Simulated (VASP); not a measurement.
The input files of a VASP run:

INCAR:
```
LREAL=.False.   # projection in real space or not
METAGGA=R2SCAN
EDIFF=1E-7   # SCF stop (eV)
LWAVE=.False.
LASPH=.True.   # aspherical one-centre terms
ISMEAR=1   # Methfessel-Paxton
ISIF=2
PREC=Accurate
LMIXTAU=.True.
ENCUT=600   # plane-wave cut-off (eV)
SYSTEM=MgB2
NELM=100   # most electronic steps
LCHARG=.False.
ALGO=Normal
SIGMA=0.1   # width (eV)
```

**POSCAR**
```
MgB2
1
    1.5377647260    -2.6634861449    -0.0076888236
    1.5377647260     2.6634861449    -0.0076888236
   -0.0174046435     0.0000000000     3.4809287100
Mg B
1 2
Direct
  0.0000000000   0.0000000000   1.0000000000
  0.3333330000   0.6666670000   0.5000000000
  0.6666670000   0.3333330000   0.5000000000
```

### KPOINTS
```
Automatic
0
G
 10 10 8
```

POTCAR, in this order: Mg B (PBE.64 set). Program: vasp_std.

Question: Translate this r2SCAN calculation to Ansatz.

Answer: One equivalent input (not run):
Ansatz 0.2 input:
```yaml
crystal:
  lattice:
    - [1.5377647, -2.6634861, -0.0076888]
    - [1.5377647, 2.6634861, -0.0076888]
    - [-0.0174046, 0.0000000, 3.4809287]
  atoms:
    - { symbol: Mg, position: [0.0000000, 0.0000000, 1.0000000] }
    - { symbol: B, position: [0.3333330, 0.6666670, 0.5000000] }
    - { symbol: B, position: [0.6666670, 0.3333330, 0.5000000] }
kpoints:
  mp_grid: { grid: [10, 10, 8] }
hamiltonian:
  xc: r2scan
  pseudopotentials: { kind: paw }
scf:
  occupations: { method: methfessel_paxton, width: 0.1 }
  max_iter: 100
output: { forces: true, stress: true, eigenvalues: true }
```
The two are equivalent in intent, not identical: each code has its own PAW files, so the cut-off isn't converted (ENCUT is set for VASP's; basis.ecutwfc is left out, and Ansatz then takes the one that its files recommend); Ansatz stops its SCF on the density residual and VASP on the energy change (EDIFF).

The compound is MgB2 in the AlB2 type structure. This cell was strained or had an atom moved on purpose.
